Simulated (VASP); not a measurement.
Write the native input for VASP 6.6.1 that does the following.

```yaml
Task: relaxation of cell and atoms
Functional: r2SCAN
Potentials_or_basis: VASP PAW PBE potentials, release 64 (Ga_d, N)
Cutoff: 600 eV
k_mesh: 12 × 12 × 5
Occupations: gaussian, width 0.03 eV
Spin: no spin polarisation
Further_INCAR_settings: ALGO = Normal; EDIFF = 1e-06; IBRION = 2; EDIFFG = -0.01; NSW = 90; ISIF = 3
```

The structure of GaN lies in POSCAR:

```
GaN
1.0
    3.1800000000      0.0000000000      0.0000000000
   -1.5900000000      2.7539607800      0.0000000000
    0.0000000000      0.0000000000      5.1660000000
Ga N
2 2
Direct
    0.3333333300      0.6666666700      0.0000000000
    0.6666666700      0.3333333300      0.5000000000
    0.3333333300      0.6666666700      0.3750000000
    0.6666666700      0.3333333300      0.8750000000
```

These files were run (other wordings do the same):

INCAR

```
SYSTEM = GaN
  ALGO = Normal
  EDIFF = 1E-6
  EDIFFG = -0.01
  ENCUT = 600
  IBRION = 2
  ISIF = 3
  ISMEAR = 0
  LASPH = .TRUE.
  LCHARG = .FALSE.
  LMIXTAU = .TRUE.
  LREAL = .FALSE.
  LWAVE = .FALSE.
  METAGGA = R2SCAN
  NELM = 80
  NSW = 90
  PREC = Accurate
  SIGMA = 0.03
```

KPOINTS

```
k-points
0
G
  12 12 5
  0 0 0
```

Potentials or basis: VASP PAW PBE potentials, release 64 (Ga_d, N).

The run is started by

```sh
$ cat potpaw_PBE.64/Ga_d/POTCAR potpaw_PBE.64/N/POTCAR > POTCAR
$ mpirun -np 1 vasp_std > vasp.out
```

It gave:

* Relaxed volume: 11.43 Å³/atom
* Relaxed cell: a = 3.188 Å, b = 3.188 Å, c = 5.196 Å, α = 90.00°, β = 90.00°, γ = 120.00°
* Space group after relaxing (to 0.05 Å): P6_3mc (No. 186)
* Energy gained by relaxing: 1.3 meV/atom
* Ionic steps: 5
* Pressure after relaxing: 0.0 GPa
* Band gap on the k mesh: 2.30 eV, direct

Caveat: the PAW data sets were made with another functional, which shifts forces and pressure a little.

Run time: 11 min on 1 thread of Intel(R) Xeon(R) Platinum 8488C (Sapphire Rapids), on a shared host, peak memory 0.24 GiB.
